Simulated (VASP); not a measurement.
All values below come from PBE GGA, VASP's PBE PAW potentials (set 64) (plane waves; VASP).

The input files of a VASP run:

**INCAR**
```
SYSTEM = Mo
PREC = Accurate
ENCUT = 480
EDIFF = 1E-7
NELM = 100
ALGO = Normal
LREAL = .FALSE.
LASPH = .TRUE.
ISMEAR = 1
SIGMA = 0.1
GGA = PE
LMAXMIX = 4
LWAVE = .FALSE.
LCHARG = .FALSE.
ISIF = 3
IBRION = 2
NSW = 40
EDIFFG = -0.01
PSTRESS = 20
```

**POSCAR**
```
Mo
1
   -1.5800013705     1.5800013705     1.5800013705
    1.5800013705    -1.5800013705     1.5800013705
    1.5800013705     1.5800013705    -1.5800013705
Mo
1
Direct
  0.0000000000   0.0000000000   0.0000000000
```

**KPOINTS**
```
Automatic mesh
0
G
16 16 16
```

POTCAR, in this order: Mo_sv (PBE.64 set). Program: vasp_std.

Output of the run:

OUTCAR:
```
 ion  position               nearest neighbor table
   1  0.000  0.000  0.000-
  LATTYP: Found a body centered cubic cell.
 ALAT       =     3.1600027410
 Subroutine PRICEL returns:
 Original cell was already a primitive cell.
 Subroutine GETGRP returns: Found 48 space group operations
The static configuration has the point symmetry O_h .
The dynamic configuration has the point symmetry O_h .
 Subroutine INISYM returns: Found 48 space group operations
 Subroutine IBZKPT returns following result:
 Found    145 irreducible k-points:

 Following reciprocal coordinates:
            Coordinates               Weight
  0.000000  0.000000  0.000000      1.000000
  0.062500  0.000000  0.000000     12.000000
  0.125000  0.000000  0.000000     12.000000
  0.187500  0.000000  0.000000     12.000000
  0.250000  0.000000  0.000000     12.000000
  0.312500  0.000000  0.000000     12.000000
  0.375000  0.000000  0.000000     12.000000
  0.437500  0.000000  0.000000     12.000000
  0.500000  0.000000  0.000000      6.000000
  0.062500  0.062500  0.000000     24.000000
  0.125000  0.062500  0.000000     48.000000
  0.187500  0.062500  0.000000     48.000000
  0.250000  0.062500 -0.000000     48.000000
  0.312500  0.062500  0.000000     48.000000
  0.375000  0.062500 -0.000000     48.000000
  0.437500  0.062500  0.000000     48.000000
  0.125000  0.125000  0.000000     24.000000
  0.187500  0.125000 -0.000000     48.000000
  0.250000  0.125000  0.000000     48.000000
  0.312500  0.125000  0.000000     48.000000
  0.375000  0.125000  0.000000     48.000000
  0.437500  0.125000  0.000000     24.000000
  0.187500  0.187500  0.000000     24.000000
  0.250000  0.187500 -0.000000     48.000000
  0.312500  0.187500  0.000000     48.000000
...
```

OSZICAR:
```
       N       E                     dE             d eps       ncg     rms          rms(c)
DAV:   1     0.871322939935E+02    0.87132E+02   -0.80577E+03  3222   0.123E+03
DAV:   2    -0.103013283838E+02   -0.97434E+02   -0.93884E+02  3481   0.331E+02
DAV:   3    -0.116027634360E+02   -0.13014E+01   -0.12898E+01  3690   0.384E+01
DAV:   4    -0.116063371375E+02   -0.35737E-02   -0.35733E-02  3507   0.230E+00
DAV:   5    -0.116063549869E+02   -0.17849E-04   -0.17849E-04  3709   0.163E-01    0.144E+01
DAV:   6    -0.110204469044E+02    0.58591E+00   -0.10513E+00  3448   0.124E+01    0.384E+00
DAV:   7    -0.109437537143E+02    0.76693E-01   -0.20493E-01  3731   0.511E+00    0.955E-01
DAV:   8    -0.109400758570E+02    0.36779E-02   -0.41012E-03  3319   0.919E-01    0.174E-01
DAV:   9    -0.109401392758E+02   -0.63419E-04   -0.11278E-04  3771   0.146E-01    0.730E-02
DAV:  10    -0.109401467606E+02   -0.74848E-05   -0.11522E-05  3373   0.446E-02    0.705E-03
DAV:  11    -0.109401470193E+02   -0.25876E-06   -0.34662E-07  3820   0.642E-03    0.109E-03
DAV:  12    -0.109401469027E+02    0.11658E-06   -0.10501E-08  1859   0.131E-03    0.182E-04
DAV:  13    -0.109401469217E+02   -0.18976E-07   -0.43527E-10  1781   0.292E-04
   1 F= -.10743199E+02 E0= -.10743401E+02  d E =-.107432E+02
       N       E                     dE             d eps       ncg     rms          rms(c)
DAV:   1    -0.110134372970E+02   -0.73290E-01   -0.20100E+00  3319   0.202E+01    0.328E+00
DAV:   2    -0.109382257506E+02    0.75212E-01   -0.15486E-01  3295   0.504E+00    0.530E-01
DAV:   3    -0.109324552046E+02    0.57705E-02   -0.23619E-02  3462   0.192E+00    0.522E-01
DAV:   4    -0.109330349767E+02   -0.57977E-03   -0.36820E-04  3332   0.230E-01    0.369E-02
DAV:   5    -0.109330446756E+02   -0.96989E-05   -0.45681E-05  3574   0.842E-02    0.548E-03
DAV:   6    -0.109330431734E+02    0.15022E-05   -0.94502E-07  3400   0.134E-02    0.101E-03
DAV:   7    -0.109330431654E+02    0.80179E-08   -0.35162E-08  1960   0.255E-03
   2 F= -.10740271E+02 E0= -.10740451E+02  d E =0.292758E-02
       N       E                     dE             d eps       ncg     rms          rms(c)
DAV:   1    -0.109835099048E+02   -0.50467E-01   -0.11070E+00  3313   0.151E+01    0.221E+00
DAV:   2    -0.109421244098E+02    0.41385E-01   -0.88652E-02  3292   0.375E+00    0.404E-01
DAV:   3    -0.109391855687E+02    0.29388E-02   -0.12823E-02  3474   0.141E+00    0.322E-01
DAV:   4    -0.109394678927E+02   -0.28232E-03   -0.23367E-04  3303   0.176E-01    0.337E-02
DAV:   5    -0.109394643460E+02    0.35467E-05   -0.19745E-05  3565   0.548E-02    0.403E-03
DAV:   6    -0.109394650576E+02   -0.71160E-06   -0.15409E-07  3164   0.550E-03    0.101E-03
DAV:   7    -0.109394651407E+02   -0.83140E-07   -0.36241E-09  1825   0.710E-04
   3 F= -.10743617E+02 E0= -.10743814E+02  d E =-.418058E-03
```

OUTCAR:
```
------------------------ aborting loop because EDIFF is reached ----------------------------------------
  FORCE on cell =-STRESS in cart. coord.  units (eV):
  Direction    XX          YY          ZZ          XY          YZ          ZX
  --------------------------------------------------------------------------------------
  Total        0.1955246      0.1955246      0.1955246     -0.0000000      0.0000000      0.0000000
  in kB       19.9669479     19.9669479     19.9669479     -0.0000000      0.0000000      0.0000000
  external PRESSURE =      -0.0330521 kB  Pullay stress =      20.0000000 kB
  volume of cell :       15.69
      direct lattice vectors                 reciprocal lattice vectors
    -1.577054753  1.577054753  1.577054753     0.000000000  0.317046697  0.317046697
     1.577054753 -1.577054753  1.577054753     0.317046697  0.000000000  0.317046697
     1.577054753  1.577054753 -1.577054753     0.317046697  0.317046697  0.000000000
 POSITION                                       TOTAL-FORCE (eV/Angst)
 -----------------------------------------------------------------------------------
     -0.00000      0.00000      0.00000        -0.000000     -0.000000     -0.000000
 -----------------------------------------------------------------------------------
    total drift:                                0.000000     -0.000000      0.000000
  FREE ENERGIE OF THE ION-ELECTRON SYSTEM (eV)
  ---------------------------------------------------
  free  energy   TOTEN  =       -10.9394651407 eV

  energy  without entropy=      -10.9400562561  energy(sigma->0) =      -10.93966218
  enthalpy is  TOTEN    =       -10.7436168797 eV   P V=        0.1958482610

 reached required accuracy - stopping structural energy minimisation
```
(Selected blocks of OUTCAR.)

### CONTCAR
```
Mo
   1.00000000000000
    -1.5770547531548600    1.5770547531548600    1.5770547531548600
     1.5770547531548600   -1.5770547531548600    1.5770547531548600
     1.5770547531548600    1.5770547531548600   -1.5770547531548600
  Mo
     1
Direct
     0.0000000000000000    0.0000000000000000    0.0000000000000000
```

The compound is Mo in the bcc structure. This run relaxes it under an external pressure of 2 GPa. Symmetry was kept, so distortions that lower it aren't found.
